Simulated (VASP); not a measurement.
Level of theory: PBEsol GGA, VASP's PBE PAW potentials (set 64) (plane waves; VASP).

A VASP calculation is set up with these files.

### POSCAR
```
SiGe
1
    3.8317779446     0.0000000000     0.0000000000
   -1.9158889723     3.3184170317    -0.0000000000
    0.0000000000     0.0000000000     6.3239846005
Si Ge
2 2
Direct
  0.3333330000   0.6666670000   0.0004465371
  0.6666670000   0.3333330000   0.5004465371
  0.3333330000   0.6666670000   0.3745534629
  0.6666670000   0.3333330000   0.8745534629
```

KPOINTS:
```
Automatic mesh
0
Gamma
7 7 4
0 0 0
```

**INCAR**
```
SYSTEM=SiGe
PREC=Accurate; ENCUT=500; LREAL=F
LASPH=T
EDIFF=1E-6; NELM=100; ALGO=Normal
LMAXMIX=4
ISMEAR=0; SIGMA=0.05
GGA=PS
IBRION=2; NSW=40; ISIF=3
EDIFFG=-0.02; PSTRESS=50
LWAVE=F; LCHARG=F
```

POTCAR, in this order: Si Ge_d (PBE.64 set). Program: vasp_std.

Question: What will the output report for the number of irreducible k-points (NKPTS), largest plane-wave count, number of space-group operations, FFT grid (NGX, NGY, NGZ)?

Answer: 
```
Property                                       Value
--------------------------------------  ------------
number of irreducible k-points (NKPTS)            24
largest plane-wave count                        2052
number of space-group operations                  12
FFT grid (NGX, NGY, NGZ)                28 × 28 × 48
```

The structure was generated: SiGe was put into the wurtzite type (P6_3mc), which need not be its known phase. It was relaxed first under an external pressure of 5 GPa.
